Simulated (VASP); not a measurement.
These are r2SCAN meta-GGA, VASP's PBE PAW potentials (set 64) (plane waves; VASP) values and carry that method's errors.

VASP input:

### INCAR
```
# general
SYSTEM   =  InAs
PREC     =  Accurate
ENCUT    =  480   # plane-wave cut-off (eV)
LREAL    =  .FALSE.   # projection in real space or not
LASPH    =  .TRUE.

# electronic loop
EDIFF    =  1E-7   # SCF stop (eV)
NELM     =  100
ALGO     =  Normal   # blocked Davidson
LMAXMIX  =  4   # l cut-off of mixed one-centre charges
LMIXTAU  =  .TRUE.

# smearing
ISMEAR   =  0   # Gaussian
SIGMA    =  0.05   # width (eV)

# functional
METAGGA  =  R2SCAN

# ions
ISIF     =  2

# output
LWAVE    =  .FALSE.
LCHARG   =  .FALSE.
```

**KPOINTS**
```
Automatic
0
Gamma
  8 8 8
0 0 0
```

POSCAR:
```
InAs
1
    0.0000000000     3.0385373671     3.0538063991
    3.0385373671     0.0000000000     3.0538063991
    3.0385373671     3.0385373671     0.0000000000
In As
1 1
Direct
  0.0000000000   0.0000000000   0.0000000000
  0.2500000000   0.2500000000   0.2500000000
```

POTCAR, in this order: In_d As (PBE.64 set). Program: vasp_std.

Unless said otherwise, spin-orbit coupling is left out, though it shifts the bands of the heavy elements here.

Problem. What does the run give for the energy per atom (σ→0), band gap (on the k-mesh)?

Solution. 
The energy per atom (σ→0) is -19.028 eV/atom and the band gap (on the k-mesh) is 0.13 eV.

**OSZICAR**
```
...
DAV:  17    -0.380569708893E+02   -0.18150E-04   -0.13088E-05  1754   0.382E-02    0.251E-02
DAV:  18    -0.380569705230E+02    0.36633E-06   -0.49539E-07  1914   0.562E-03    0.252E-02
DAV:  19    -0.380569628972E+02    0.76257E-05   -0.74206E-06  1574   0.383E-02    0.203E-02
DAV:  20    -0.380569606410E+02    0.22563E-05   -0.33660E-05  1755   0.566E-02    0.466E-03
DAV:  21    -0.380569604913E+02    0.14968E-06   -0.69866E-06  1579   0.236E-02    0.679E-03
DAV:  22    -0.380569621795E+02   -0.16882E-05   -0.87929E-07  1649   0.881E-03    0.528E-03
DAV:  23    -0.380569621795E+02    0.13642E-10   -0.52165E-07  1644   0.859E-03
   1 F= -.38056962E+02 E0= -.38056947E+02  d E =-.294051E-04
```

The compound is InAs in the zinc blende structure. This cell was strained or had an atom moved on purpose.
